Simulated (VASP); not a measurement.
Consider the following.

```yaml
crystal:
  lattice:
    - [3.24972, 0.00000, 0.00000]
    - [-1.62486, 2.81434, 0.00000]
    - [0.00000, 0.00000, 14.13839]
  atoms:
    - { symbol: Mo, position: [0.00000, 0.00000, 0.25972] }
    - { symbol: Mo, position: [0.00000, 0.00000, 0.74028] }
    - { symbol: Se, position: [0.66667, 0.33333, 0.86101] }
    - { symbol: Se, position: [0.33333, 0.66667, 0.13899] }
    - { symbol: S, position: [0.33333, 0.66667, 0.36775] }
    - { symbol: S, position: [0.66667, 0.33333, 0.63225] }
```

All values below come from HSE06 screened hybrid, VASP's PBE PAW potentials (set 64) (plane waves; VASP 6.6.1). Settings: 400 eV cut-off, 6×6×2 Γ-centred mesh, Gaussian smearing of 0.050 eV, potentials Mo_sv Se S.

Without a dispersion term in the relaxation, distances and binding between the weakly bound layers, chains or molecules are unreliable, and so is what depends on them.

Predict the energy per atom (σ→0), pressure, largest force, band gap (over the mesh, the named points and PBE's band edges) with the smallest direct gap where there is one.

| Item | Result |
|---|---|
| band gap (over the mesh, the named points and PBE's band edges) | 1.72 eV |
| smallest direct gap (over the mesh, the named points and PBE's band edges) | 2.03 eV |
| energy per atom (σ→0) | -8.373 eV/atom |
| pressure | -4.29 GPa |
| largest force | 0.640 eV/Å |

The structure comes from a computed database's MoSeS entry (P-3m1); how it stands against other phases isn't given here. It was relaxed first.
